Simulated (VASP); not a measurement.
# GW on MoS2, part 4 of 5

How does the gap of MoS2 change from the starting functional to GW? The cell has space group P6_3/mmc. The start is a cell from a database of measured crystal structures.

VASP 6.6.1, plane waves and PAW; the level of theory is named at each step.

So far, quasiparticle gap on the mesh (eV): step 5 (evGW0) 1.79. Also gap on the k-mesh (eV): step 4 (empty bands, functional LDA) 0.935.

The database entry behind the starting cell differs from later determinations by our own check (about 0.3 % long), so it need not match the best structure at ambient conditions.

## (6) evGW

This step: evGW on LDA, no spin polarisation; plane waves and PAW (Mo_sv_GW, S_GW) (VASP 6.6.1).

The levels are updated in both G and W; wider gaps weaken the screening and open the gap further.

The input, INCAR:

```
SYSTEM = MoS2
PREC = Accurate
ENCUT = 370
ISMEAR = 0
SIGMA = 0.01
LREAL = .FALSE.
GGA = CA
NBANDS = 448
LASPH = .TRUE.
ALGO = EVGW
NELMGW = 4
ENCUTGW = 150
NOMEGA = 48
PRECFOCK = Fast
NBANDSGW = 36
LWAVE = .FALSE.
LCHARG = .FALSE.
```

The input, POSCAR:

```
MoS2
1.0
    3.1690000000      0.0000000000      0.0000000000
   -1.5845000000      2.7444345046      0.0000000000
    0.0000000000      0.0000000000     12.3240000000
Mo S
2 4
Direct
    0.3333333333      0.6666666667      0.2500000000
    0.6666666667      0.3333333333      0.7500000000
    0.3333333333      0.6666666667      0.6247813319
    0.6666666667      0.3333333333      0.1247813319
    0.3333333333      0.6666666667      0.8752186681
    0.6666666667      0.3333333333      0.3752186681
```

The input, KPOINTS:

```
Automatic mesh
0
Gamma
3 3 1
0 0 0
```

PAW data sets: Mo_sv_GW and S_GW (LDA family, release 64).

Command:

```
> mpirun -np 4 vasp_std
```

The program printed:

```text
[banner, memory and clock lines left out]
running    4 mpi-ranks, on    1 nodes
 distrk:  each k-point on    4 cores,    1 groups
 distr:  one band on    1 cores,    4 groups

 POSCAR found type information on POSCAR MoS
 POSCAR found :  2 types and       6 ions
 [... a notice as in an earlier step ...]

 LDA part: xc-table for (Slater(with rela. corr.)+CA(PZ))
 , standard interpolation
 found WAVECAR, reading the header
 POSCAR, INCAR and KPOINTS ok, starting setup
 FFT: planning ... GRIDC
 FFT: planning ... GRID_SOFT
 FFT: planning ... GRID
 reading WAVECAR
 the WAVECAR file was read successfully
 initial charge from wavefunction
 available memory per node:     97.71 GB, setting MAXMEM to    100059

 The Fermi energy was updated, please check that it is located mid-gap
 values below the HOMO (VB) or above the LUMO (CB) will cause erroneous energies
 E-fermi :   7.7928

 calculate exact exchange contribution
 the WAVEDER file was read successfully
 [... a notice as in an earlier step ...]

energies w=
    0.000    0.000    0.920    0.000    1.837    0.000    2.746    0.000
    3.644    0.000    4.529    0.000    5.400    0.000    6.254    0.000
    7.093    0.000    7.916    0.000    8.724    0.000    9.519    0.000
   10.303    0.000   11.078    0.000   11.846    0.000   12.610    0.000
   13.373    0.000   14.139    0.000   14.910    0.000   15.691    0.000
   16.486    0.000   17.298    0.000   18.134    0.000   18.999    0.000
   19.898    0.000   20.839    0.000   21.832    0.000   22.884    0.000
   24.009    0.000   25.221    0.000   26.538    0.000   27.978    0.000
   29.571    0.000   31.351    0.000   33.360    0.000   35.655    0.000
   38.312    0.000   41.437    0.000   45.173    0.000   49.730    0.000
   55.423    0.000   62.742    0.000   72.499    0.000   86.146    0.000
  106.547    0.000  140.265    0.000  206.362    0.000  393.279    0.000
 responsefunction array rank=     468
 LDA part: xc-table for (Slater(with rela. corr.)+CA(PZ))
 , standard interpolation

 min. memory requirement per mpi rank    272.6 MB, per node   1090.3 MB

 allocating  12 responsefunctions rank=   468
 shmem allocating  48 responsefunctions rank=   468
 response function shared by NCSHMEM nodes    1
 Doing           12  frequencies on each core in blocks of           48
NQ=   1    0.0000    0.0000    0.0000,
|.........|.........|.........|.........|.........|.........|.........|.........
 performed        294000 updates of chi_q(r,r)
 total number of BLAS operations        504.65 Gflops
NQ=   2    0.3333   -0.0000    0.0000,
|.........|.........|.........|.........|.........|.........|.........|.........
 performed        781000 updates of chi_q(r,r)
 total number of BLAS operations       1287.88 Gflops
NQ=   3    0.3333    0.3333    0.0000,
|.........|.........|.........|.........|.........|.........|.........|.........
 performed       1139000 updates of chi_q(r,r)
 total number of BLAS operations       1908.49 Gflops
 resolving degeneracies of screened two electron integrals

 calculate QP shifts <psi_nk| G(iteration)W_0 |psi_nk>: iteration 1
 allocating  12 responsefunctions rank=   468
 shmem allocating  48 responsefunctions rank=   468
 response function shared by NCSHMEM nodes    1
 Doing           12  frequencies on each core in blocks of           48
NQ=   1    0.0000    0.0000    0.0000,
|.........|.........|.........|.........|.........|.........|.........|.........
 performed        294000 updates of chi_q(r,r)
 total number of BLAS operations        504.65 Gflops
NQ=   2    0.3333   -0.0000    0.0000,
|.........|.........|.........|.........|.........|.........|.........|.........
 performed        781000 updates of chi_q(r,r)
 total number of BLAS operations       1287.88 Gflops
NQ=   3    0.3333    0.3333    0.0000,
|.........|.........|.........|.........|.........|.........|.........|.........
 performed       1139000 updates of chi_q(r,r)
 total number of BLAS operations       1908.49 Gflops
 resolving degeneracies of screened two electron integrals

 calculate QP shifts <psi_nk| G(iteration)W_0 |psi_nk>: iteration 2
 allocating  12 responsefunctions rank=   468
 shmem allocating  48 responsefunctions rank=   468
 response function shared by NCSHMEM nodes    1
 Doing           12  frequencies on each core in blocks of           48
NQ=   1    0.0000    0.0000    0.0000,
|.........|.........|.........|.........|.........|.........|.........|.........
 performed        294000 updates of chi_q(r,r)
 total number of BLAS operations        504.65 Gflops
NQ=   2    0.3333   -0.0000    0.0000,
|.........|.........|.........|.........|.........|.........|.........|.........
 performed        781000 updates of chi_q(r,r)
 total number of BLAS operations       1287.88 Gflops
NQ=   3    0.3333    0.3333    0.0000,
|.........|.........|.........|.........|.........|.........|.........|.........
 performed       1139000 updates of chi_q(r,r)
 total number of BLAS operations       1908.49 Gflops
 resolving degeneracies of screened two electron integrals

 calculate QP shifts <psi_nk| G(iteration)W_0 |psi_nk>: iteration 3
 allocating  12 responsefunctions rank=   468
 shmem allocating  48 responsefunctions rank=   468
 response function shared by NCSHMEM nodes    1
 Doing           12  frequencies on each core in blocks of           48
NQ=   1    0.0000    0.0000    0.0000,
|.........|.........|.........|.........|.........|.........|.........|.........
 performed        294000 updates of chi_q(r,r)
 total number of BLAS operations        504.65 Gflops
NQ=   2    0.3333   -0.0000    0.0000,
|.........|.........|.........|.........|.........|.........|.........|.........
 performed        781000 updates of chi_q(r,r)
 total number of BLAS operations       1287.88 Gflops
NQ=   3    0.3333    0.3333    0.0000,
|.........|.........|.........|.........|.........|.........|.........|.........
 performed       1139000 updates of chi_q(r,r)
 total number of BLAS operations       1908.49 Gflops
 resolving degeneracies of screened two electron integrals

 calculate QP shifts <psi_nk| G(iteration)W_0 |psi_nk>: iteration 4
 entering main loop
```

Elapsed: 3.7 min, on 4 MPI ranks of Intel Xeon 6975P-C (Granite Rapids), shared host; peak memory 1.5 GiB.

From OUTCAR (step 6):

```text
   NELECT =      52.0000    total number of electrons

 E-fermi :   7.7928

 QP shifts <psi_nk| G(iteration)W_0 |psi_nk>: iteration 2
 k-point   1 :       0.0000    0.0000    0.0000
  band No. old QP-enery  QP-energies   sigma(KS)   T+V_ion+V_H  V^pw_x(r,r')   Z            occupation Imag(sigma)
    ...
     23       4.8941       4.8471     -16.4538      21.2866     -18.0580       0.7669       2.0000       0.2338
     24       5.6513       5.5596     -14.4571      19.9895     -16.4516       0.7713       2.0000       0.2406
     25       6.1172       6.1087     -15.4252      21.5314     -16.3228       0.7693       2.0000       0.1839
     26       7.3119       7.3141     -16.4023      23.7171     -17.0296       0.7675       2.0000       0.1406
     27      10.0056      10.1134     -14.9951      25.1407     -10.6259       0.7702       0.0000      -0.2624
     28      10.0056      10.1134     -14.9951      25.1407     -10.6259       0.7702       0.0000      -0.2624
     29      10.0175      10.1246     -14.9074      25.0640     -10.5425       0.7699       0.0000      -0.2622
     30      10.0175      10.1246     -14.9074      25.0640     -10.5425       0.7699       0.0000      -0.2622
    ...

 k-point   2 :       0.3333   -0.0000    0.0000
  band No. old QP-enery  QP-energies   sigma(KS)   T+V_ion+V_H  V^pw_x(r,r')   Z            occupation Imag(sigma)
    ...
     23       4.9518       4.8866     -15.4819      20.3487     -17.3673       0.7671       2.0000       0.2542
     24       4.8534       4.7587     -14.6488      19.3784     -16.7742       0.7654       2.0000       0.2685
     25       5.3788       5.3517     -15.2031      20.5467     -16.4646       0.7705       2.0000       0.2203
     26       5.6593       5.6375     -15.5990      21.2300     -16.7803       0.7692       2.0000       0.2077
     27       9.3373       9.4468     -15.3804      24.8607     -11.0626       0.7661       0.0000      -0.2660
     28       9.5381       9.6572     -16.2673      25.9619     -11.9251       0.7613       0.0000      -0.2672
     29       9.6881       9.8092     -16.3633      26.2110     -11.9685       0.7594       0.0000      -0.2757
     30      10.1033      10.2205     -16.0865      26.3438     -11.5592       0.7606       0.0000      -0.3076
    ...

 QP shifts <psi_nk| G(iteration)W_0 |psi_nk>: iteration 3
 k-point   1 :       0.0000    0.0000    0.0000
  band No. old QP-enery  QP-energies   sigma(KS)   T+V_ion+V_H  V^pw_x(r,r')   Z            occupation Imag(sigma)
    ...
     23       4.8471       4.8325     -16.4585      21.2866     -18.0580       0.7694       2.0000       0.2286
     24       5.5596       5.5384     -14.4573      19.9895     -16.4516       0.7741       2.0000       0.2365
     25       6.1087       6.1039     -15.4289      21.5314     -16.3228       0.7718       2.0000       0.1797
     26       7.3141       7.3118     -16.4060      23.7171     -17.0296       0.7699       2.0000       0.1377
     27      10.1134      10.1307     -15.0048      25.1407     -10.6259       0.7721       0.0000      -0.2588
     28      10.1134      10.1307     -15.0048      25.1407     -10.6259       0.7721       0.0000      -0.2588
     29      10.1246      10.1418     -14.9171      25.0640     -10.5425       0.7718       0.0000      -0.2585
     30      10.1246      10.1418     -14.9171      25.0640     -10.5425       0.7718       0.0000      -0.2585
    ...

 QP shifts <psi_nk| G(iteration)W_0 |psi_nk>: iteration 4
 k-point   1 :       0.0000    0.0000    0.0000
  band No. old QP-enery  QP-energies   sigma(KS)   T+V_ion+V_H  V^pw_x(r,r')   Z            occupation Imag(sigma)
    ...
     23       4.8325       4.8286     -16.4592      21.2866     -18.0580       0.7700       2.0000       0.2276
     24       5.5384       5.5332     -14.4579      19.9895     -16.4516       0.7746       2.0000       0.2356
     25       6.1039       6.1025     -15.4293      21.5314     -16.3228       0.7723       2.0000       0.1789
     26       7.3118       7.3109     -16.4064      23.7171     -17.0296       0.7704       2.0000       0.1372
     27      10.1307      10.1335     -15.0064      25.1407     -10.6259       0.7725       0.0000      -0.2581
     28      10.1307      10.1335     -15.0064      25.1407     -10.6259       0.7725       0.0000      -0.2581
     29      10.1418      10.1446     -14.9187      25.0640     -10.5425       0.7725       0.0000      -0.2578
     30      10.1418      10.1446     -14.9187      25.0640     -10.5425       0.7725       0.0000      -0.2578
    ...

[... 12 parts as in an earlier step ...]

[... 6 further parts left out ...]
```

Numbers from this step:

```
quasiparticle gap on the mesh                 : 1.829 eV
smallest direct quasiparticle gap on the mesh : 2.426 eV
```

QP gap by iteration, by row:

```
iteration  gap (eV)  direct gap (eV)
        1     1.685            2.282
        2     1.802            2.397
        3     1.824             2.42
        4     1.829            2.426
```

GW takes the gap from 0.935 to 1.829 eV. That is +41 meV against evGW0 on LDA. The last pass still moved it by +5 meV. The mesh misses a band edge: at the starting level the path gave a gap 0.09 eV smaller. Spin-orbit coupling is left out. The value holds for 448 bands, ENCUTGW = 150 eV and this mesh, and isn't shown to be converged in them. VASP warns that the automatic setting of its frequency mesh failed and advises more k points, so the value is in doubt.

## (7) Orbitals for another starting point

This step: LDA, no spin polarisation; plane waves and PAW (Mo_sv_GW, S_GW) (VASP 6.6.1).

A hybrid converges faster from good orbitals, so a cheap LDA run writes WAVECAR first.

The input, INCAR:

```
SYSTEM = MoS2
PREC = Accurate
ENCUT = 370
EDIFF = 1E-05
NELM = 100
ISMEAR = 0
SIGMA = 0.01
LREAL = .FALSE.
ALGO = Normal
GGA = CA
NBANDS = 32
LASPH = .TRUE.
LORBIT = 11
LWAVE = .TRUE.
LCHARG = .FALSE.
NCORE = 4
```

POSCAR is that of step 6.

KPOINTS is that of step 6.

Command:

```
> mpirun -np 4 vasp_std
```

The program printed:

```text
[banner, memory and clock lines left out]
running    4 mpi-ranks, on    1 nodes
 distrk:  each k-point on    4 cores,    1 groups
 distr:  one band on    4 cores,    1 groups

 POSCAR found type information on POSCAR MoS
 POSCAR found :  2 types and       6 ions
 LDA part: xc-table for (Slater(with rela. corr.)+CA(PZ))
 , standard interpolation
 POSCAR, INCAR and KPOINTS ok, starting setup
 FFT: planning ... GRIDC
 FFT: planning ... GRID_SOFT
 FFT: planning ... GRID
 WAVECAR not read
 entering main loop
       N       E                     dE             d eps       ncg     rms          rms(c)
[... 1 cycle as in an earlier step ...]
DAV:   2    -0.242624264328E+02   -0.38496E+03   -0.37621E+03   288   0.499E+02
DAV:   3    -0.558798739042E+02   -0.31617E+02   -0.31446E+02   296   0.125E+02
[... 1 cycle as in an earlier step ...]
DAV:   5    -0.571994383278E+02   -0.82898E-01   -0.82877E-01   336   0.606E+00    0.146E+01
DAV:   6    -0.522123830796E+02    0.49871E+01   -0.49347E+01   320   0.465E+01    0.748E+00
DAV:   7    -0.506062641036E+02    0.16061E+01   -0.10442E+01   328   0.233E+01    0.417E+00
[... 1 cycle as in an earlier step ...]
DAV:   9    -0.505136088585E+02   -0.62446E-03   -0.88489E-02   328   0.159E+00    0.449E-01
DAV:  10    -0.505110303277E+02    0.25785E-02   -0.15392E-02   336   0.110E+00    0.168E-01
DAV:  11    -0.505109843784E+02    0.45949E-04   -0.20850E-03   328   0.378E-01    0.665E-02
DAV:  12    -0.505108772496E+02    0.10713E-03   -0.40867E-04   304   0.141E-01    0.998E-03
DAV:  13    -0.505108809178E+02   -0.36682E-05   -0.41697E-05   232   0.327E-02
   1 F= -.50510881E+02 E0= -.50510881E+02  d E =-.362879E-58
 writing wavefunctions
```

Run time: 3.4 s. Hardware: 4 MPI ranks; peak memory 0.45 GiB; 11 s of CPU time.

Parts of OUTCAR (step 7):

```text
   NELECT =      52.0000    total number of electrons

 E-fermi :   7.4383

 k-point     1 :       0.0000    0.0000    0.0000
  band No.  band energies     occupation
    ...
     22       5.0387      2.00000
     23       5.0387      2.00000
     24       6.0876      2.00000
     25       6.1407      2.00000
     26       7.3255      2.00000
     27       9.3638      0.00000
     28       9.3748      0.00000
     29       9.3808      0.00000
     30       9.4008      0.00000
     31       9.6198      0.00000
    ...

  Total       -2.8391986     -2.8391986     -1.2937655      0.0000000     -0.0000000      0.0000000
  in kB      -42.4404085    -42.4404085    -19.3392369      0.0000000     -0.0000000      0.0000000
  external PRESSURE =     -34.7400180 kB  Pullay stress =       0.0000000 kB

 POSITION                                       TOTAL-FORCE (eV/Angst)
 -----------------------------------------------------------------------------------
     -0.00000      1.82962      3.08100         0.000000     -0.000000      0.000000
      1.58450      0.91481      9.24300        -0.000000      0.000000      0.000000
     -0.00000      1.82962      7.69981         0.000000     -0.000000      0.254031
      1.58450      0.91481      1.53781        -0.000000      0.000000      0.254031
     -0.00000      1.82962     10.78619         0.000000      0.000000     -0.254031
      1.58450      0.91481      4.62419        -0.000000      0.000000     -0.254031
 -----------------------------------------------------------------------------------
    total drift:                               -0.000000      0.000000     -0.000000

  FREE ENERGIE OF THE ION-ELECTRON SYSTEM (eV)
  ---------------------------------------------------
  free  energy   TOTEN  =       -50.5108809178 eV

  energy  without entropy=      -50.5108809178  energy(sigma->0) =      -50.51088092

[... 9 parts as in an earlier step ...]

[... 5 further parts left out ...]
```

This step gave:

- Fermi energy: 7.438 eV
- pressure: -3.474 GPa
- gap on the k-mesh: 0.9355 eV

The run ends at a pressure of -3.47 GPa, with forces up to 0.25 eV/Å.

(Continued in part 5 of 5.)

[Lines on the potential files, build, host, timing and source positions are cut from VASP's logs without a mark.]

[Logs are printed without paths, hosts, clocks, repeated set-up lines and the standing remarks that a program may print on its own settings, such as how far it seeks lower states.]

[Hosts, paths, dates, database ids (printed as entryN), source tags and the programs' standing remarks are cut or masked in the printed files.]

[Pressures printed for these runs are not shown converged in the cutoff: they can be off by several GPa and have the wrong sign.]
